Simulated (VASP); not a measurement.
Output of a VASP run:

File OSZICAR:
```
...
   9 F= -.15703169E+02 E0= -.15703229E+02  d E =-.738705E-02
       N       E                     dE             d eps       ncg     rms          rms(c)
DAV:   1    -0.221905360892E+02    0.56763E-03   -0.29763E-01  5132   0.339E+00    0.374E-01
DAV:   2    -0.221902052175E+02    0.33087E-03   -0.14050E-02  5638   0.898E-01    0.148E-01
DAV:   3    -0.221895049443E+02    0.70027E-03   -0.88237E-04  5628   0.206E-01    0.560E-02
DAV:   4    -0.221894526298E+02    0.52314E-04   -0.26179E-04  5584   0.107E-01    0.215E-02
DAV:   5    -0.221894526933E+02   -0.63528E-07   -0.17936E-05  5444   0.306E-02    0.112E-02
DAV:   6    -0.221894527711E+02   -0.77757E-07   -0.75899E-07  3076   0.675E-03
  10 F= -.15704535E+02 E0= -.15704545E+02  d E =-.875244E-02
       N       E                     dE             d eps       ncg     rms          rms(c)
DAV:   1    -0.221900842067E+02   -0.63151E-03   -0.97443E-03  5090   0.615E-01    0.671E-02
DAV:   2    -0.221900745939E+02    0.96128E-05   -0.46181E-04  5626   0.163E-01    0.263E-02
DAV:   3    -0.221900516487E+02    0.22945E-04   -0.30049E-05  5658   0.379E-02    0.947E-03
DAV:   4    -0.221900502500E+02    0.13987E-05   -0.82822E-06  5354   0.191E-02    0.374E-03
DAV:   5    -0.221900502137E+02    0.36293E-07   -0.49696E-07  2776   0.525E-03
  11 F= -.15704551E+02 E0= -.15704568E+02  d E =-.876870E-02
       N       E                     dE             d eps       ncg     rms          rms(c)
DAV:   1    -0.221271760234E+02    0.62874E-01   -0.23425E-01  5366   0.308E+00    0.506E-01
DAV:   2    -0.221239919176E+02    0.31841E-02   -0.10521E-02  5522   0.766E-01    0.267E-01
DAV:   3    -0.221222417785E+02    0.17501E-02   -0.30171E-03  5360   0.355E-01    0.429E-02
DAV:   4    -0.221222453153E+02   -0.35368E-05   -0.22301E-04  5510   0.106E-01    0.352E-02
DAV:   5    -0.221222457671E+02   -0.45172E-06   -0.14907E-06  4504   0.107E-02
  12 F= -.15702521E+02 E0= -.15702489E+02  d E =0.202974E-02
       N       E                     dE             d eps       ncg     rms          rms(c)
DAV:   1    -0.221708704379E+02   -0.48625E-01   -0.10308E-01  5372   0.204E+00    0.330E-01
DAV:   2    -0.221694663549E+02    0.14041E-02   -0.45892E-03  5564   0.507E-01    0.179E-01
DAV:   3    -0.221686883967E+02    0.77796E-03   -0.13256E-03  5354   0.235E-01    0.285E-02
DAV:   4    -0.221686862469E+02    0.21498E-05   -0.99294E-05  5552   0.707E-02    0.223E-02
DAV:   5    -0.221686833267E+02    0.29202E-05   -0.70010E-07  3802   0.735E-03    0.659E-03
DAV:   6    -0.221686821258E+02    0.12009E-05   -0.19375E-07  2764   0.349E-03    0.138E-03
DAV:   7    -0.221686821246E+02    0.11903E-08   -0.22608E-08  2596   0.121E-03
  13 F= -.15705315E+02 E0= -.15705375E+02  d E =-.764469E-03
       N       E                     dE             d eps       ncg     rms          rms(c)
DAV:   1    -0.221678047672E+02    0.87736E-03   -0.41685E-05  5312   0.410E-02    0.703E-03
DAV:   2    -0.221678042287E+02    0.53844E-06   -0.18017E-06  3722   0.102E-02
  14 F= -.15705317E+02 E0= -.15705378E+02  d E =-.765885E-03
       N       E                     dE             d eps       ncg     rms          rms(c)
DAV:   1    -0.221668908538E+02    0.91391E-03   -0.37222E-05  5498   0.385E-02    0.695E-03
DAV:   2    -0.221668901824E+02    0.67136E-06   -0.16389E-06  3634   0.975E-03
  15 F= -.15705316E+02 E0= -.15705378E+02  d E =-.764696E-03
```

File OUTCAR:
```
------------------------ aborting loop because EDIFF is reached ----------------------------------------
  FORCE on cell =-STRESS in cart. coord.  units (eV):
  Direction    XX          YY          ZZ          XY          YZ          ZX
  --------------------------------------------------------------------------------------
  Total        6.3862902      6.4335250      6.5323385      0.0000000     -0.0000000      0.0000000
  in kB      197.6697810    199.1318011    202.1902982      0.0000000     -0.0000000      0.0000000
  external PRESSURE =      -0.3360399 kB  Pullay stress =     200.0000000 kB
  volume of cell :       51.76
      direct lattice vectors                 reciprocal lattice vectors
     1.661577591 -4.628377861 -0.000000000     0.300918839 -0.108029209 -0.000000000
     1.661577591  4.628377861  0.000000000     0.300918839  0.108029209  0.000000000
     0.000000000 -0.000000000  3.365421952     0.000000000 -0.000000000  0.297139561
 POSITION                                       TOTAL-FORCE (eV/Angst)
 -----------------------------------------------------------------------------------
      1.66158      3.52561      3.26720         0.000000      0.000646      0.007081
      1.66158      1.10276      1.58449         0.000000     -0.000646      0.007081
      1.66158     -1.10276      1.78093         0.000000      0.000646     -0.007081
      1.66158     -3.52561      0.09822         0.000000     -0.000646     -0.007081
 -----------------------------------------------------------------------------------
    total drift:                               -0.000000      0.000000      0.000000
  FREE ENERGIE OF THE ION-ELECTRON SYSTEM (eV)
  ---------------------------------------------------
  free  energy   TOTEN  =       -22.1668901824 eV

  energy  without entropy=      -22.1670769937  energy(sigma->0) =      -22.16695245
  enthalpy is  TOTEN    =       -15.7053155308 eV   P V=        6.4615746516

 reached required accuracy - stopping structural energy minimisation
```
(Selected blocks of OUTCAR.)

POSCAR:
```
P
1
    1.6891313192    -4.7529279375    -0.0000000000
    1.6891313192     4.7529279375     0.0000000000
    0.0000000000    -0.0000000000     3.5957504018
P
4
Direct
  0.1153040997   0.8846959003   0.9521919890
  0.3846959003   0.6153040997   0.4521919890
  0.6153040997   0.3846959003   0.5478080110
  0.8846959003   0.1153040997   0.0478080110
```

Problem. Write an INCAR and KPOINTS that could have produced this output.

Solution. One answer among several that fit: the input of the run itself, PBEsol GGA, plane waves, VASP's PBE PAW potentials (set 64).

INCAR:
```
NSW = 40   # most ionic steps
LASPH = .True.
PSTRESS = 200   # kbar
GGA = PS   # PBEsol
IBRION = 2   # conjugate gradients
LCHARG = .False.
EDIFFG = -0.02   # ionic stop
SYSTEM = P
PREC = Accurate
LWAVE = .False.
LREAL = .False.
ISMEAR = 1
ISIF = 3   # ions, shape and volume
EDIFF = 1E-6   # SCF stop (eV)
ALGO = Normal   # blocked Davidson
SIGMA = 0.1   # width (eV)
ENCUT = 500   # plane-wave cut-off (eV)
NELM = 100   # most electronic steps
```

KPOINTS:
```
kpoints
0
gamma
  10 10 9
0 0 0
```

POTCAR, in this order: P (PBE.64 set). Program: vasp_std.

Energy and stress use the plane-wave basis of the starting cell. Without a dispersion term in the relaxation, distances and binding between the weakly bound layers, chains or molecules are unreliable, and so is what depends on them.

The compound is P in the black structure. This run relaxes it under an external pressure of 20 GPa. Symmetry was kept, so distortions that lower it aren't found.
